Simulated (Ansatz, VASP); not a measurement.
**Y2Te: VASP beside Ansatz**

File INCAR:

```
SYSTEM = Y2Te
ALGO = Normal
EDIFF = 1E-6
ENCUT = 520
GGA = PE
ISIF = 2
ISMEAR = 0
LASPH = .TRUE.
LCHARG = .FALSE.
LREAL = .FALSE.
LWAVE = .FALSE.
NBANDS = 21
NELM = 80
PREC = Accurate
SIGMA = 0.1
```

The input KPOINTS:

```
k-points
0
G
  6 6 6
  0 0 0
```

The input POSCAR:

```
Y2Te
1.0
   -2.4019695498      2.4019695498      3.9394770508
    2.4019695498     -2.4019695498      3.9394770508
    2.4019695498      2.4019695498     -3.9394770508
Y Te
2 1
Direct
    0.5930000000      0.5930000000      0.0000000000
    0.4070000000      0.4070000000      0.0000000000
    0.0000000000      0.0000000000      0.0000000000
```

Input for Ansatz:

```yaml
crystal:
  lattice:
    - [-2.4019695498, 2.4019695498, 3.9394770508]
    - [2.4019695498, -2.4019695498, 3.9394770508]
    - [2.4019695498, 2.4019695498, -3.9394770508]
  atoms:
    - { symbol: "Y", position: [0.593, 0.593, 0.0] }
    - { symbol: "Y", position: [0.407, 0.407, 0.0] }
    - { symbol: Te, position: [0.0, 0.0, 0.0] }
basis:
  ecutwfc: 420
kpoints:
  mp_grid: { grid: [6, 6, 6] }
hamiltonian:
  xc: pbe
scf:
  occupations: { method: gaussian, width: 0.1 }
  lower_state_search: "off"
output:
  forces: true
  stress: true
  eigenvalues: true
```

Alike in both runs: task single point; functional PBE; k mesh 6 × 6 × 6; occupations gaussian, width 0.1 eV; no spin polarisation.

```csv
,VASP,Ansatz
version,VASP 6.6.1,Ansatz 0.2.0
potentials or method,"VASP PAW PBE potentials, release 64 (Y_sv, Te)","scalar-relativistic, plane waves, PAW"
plane-wave cutoff (eV),520,420
valence electrons in the cell,28,38
```

Ansatz gave:

| Quantity | Value |
| --- | --- |
| gap on the k mesh at the Fermi level (eV) | none |
| rms of the force components (eV/Å) | 63.608 |

Q: Which values does VASP return?

A: gap on the k mesh at the Fermi level (eV): none; rms of the force components (eV/Å): 51.652.

Atom by atom the forces differ by 11.956 eV/Å (rms over components). A gap of «none» marks a metal or a gap that the smearing closes. The two sets of potentials don't hold the same shells in valence.

Caveats: forces of over 1 eV/Å show positions far from the minimum, so gaps and moduli don't describe the material at rest. Spin-orbit coupling is left out, which matters for the levels of Te.
